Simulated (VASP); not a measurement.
Set up this calculation in VASP 6.6.1, as the native input.

- Task: band structure
- Functional: PBE
- Dispersion: D3(BJ)
- Potentials or basis: VASP PAW PBE potentials, release 64 (Ge_d)
- Cutoff: 520 eV
- k mesh: 10 × 10 × 10
- Occupations: gaussian, width 0.02 eV
- Spin: no spin polarisation
- Further INCAR settings: ALGO = Normal; EDIFF = 1e-06

The structure of Ge lies in POSCAR:

```
Ge                                      
1.0
    0.0000000000      2.8518062234      2.8518062234
    2.8518062234     -0.0000000000      2.8518062234
    2.8518062234      2.8518062234     -0.0000000000
  Ge            
     2
Direct
     1.0000000000000000    0.0000000000000000    1.0000000000000000
     0.2500000000000000    0.2500000000000000    0.2500000000000000
```

The cell was built by a generator and needn't be a form met in nature.

The input as run:

INCAR

```
SYSTEM = Ge
  PREC = Accurate
  ENCUT = 520
  EDIFF = 1E-6
  ISMEAR = 0
  SIGMA = 0.02
  LREAL = .FALSE.
  LASPH = .TRUE.
  NELM = 60
  ALGO = Normal
  ISIF = 2
  LWAVE = .FALSE.
  LCHARG = .FALSE.
  GGA = PE
  IVDW = 12
```

KPOINTS

```
regular mesh
0
G
  10 10 10
  0 0 0
```

KPOINTS_OPT

```
path GXWKGLUWLK,UX
15
line-mode
reciprocal
 0.0000000000  0.0000000000  0.0000000000  G
 0.5000000000  0.0000000000  0.5000000000  X

 0.5000000000  0.0000000000  0.5000000000  X
 0.5000000000  0.2500000000  0.7500000000  W

 0.5000000000  0.2500000000  0.7500000000  W
 0.3750000000  0.3750000000  0.7500000000  K

 0.3750000000  0.3750000000  0.7500000000  K
 0.0000000000  0.0000000000  0.0000000000  G

 0.0000000000  0.0000000000  0.0000000000  G
 0.5000000000  0.5000000000  0.5000000000  L

 0.5000000000  0.5000000000  0.5000000000  L
 0.6250000000  0.2500000000  0.6250000000  U

 0.6250000000  0.2500000000  0.6250000000  U
 0.5000000000  0.2500000000  0.7500000000  W

 0.5000000000  0.2500000000  0.7500000000  W
 0.5000000000  0.5000000000  0.5000000000  L

 0.5000000000  0.5000000000  0.5000000000  L
 0.3750000000  0.3750000000  0.7500000000  K

 0.6250000000  0.2500000000  0.6250000000  U
 0.5000000000  0.0000000000  0.5000000000  X
```

Potentials or basis: VASP PAW PBE potentials, release 64 (Ge_d).

The run is started by

```sh
$ cat potpaw_PBE.64/Ge_d/POTCAR > POTCAR
$ mpirun -np 1 vasp_std > vasp.out
```

Results of the run:

The pressure is -0.2 GPa and the band gap along the path is none (metal or under the smearing width). The dispersion energy per atom is -0.290 eV.

Caveat: pairwise dispersion overbinds metals, which lowers pressure and volume.

It took 71 s on 1 thread of Intel(R) Xeon(R) Platinum 8375C CPU @ 2.90GHz (Ice Lake) (shared host), peak memory 0.21 GiB.
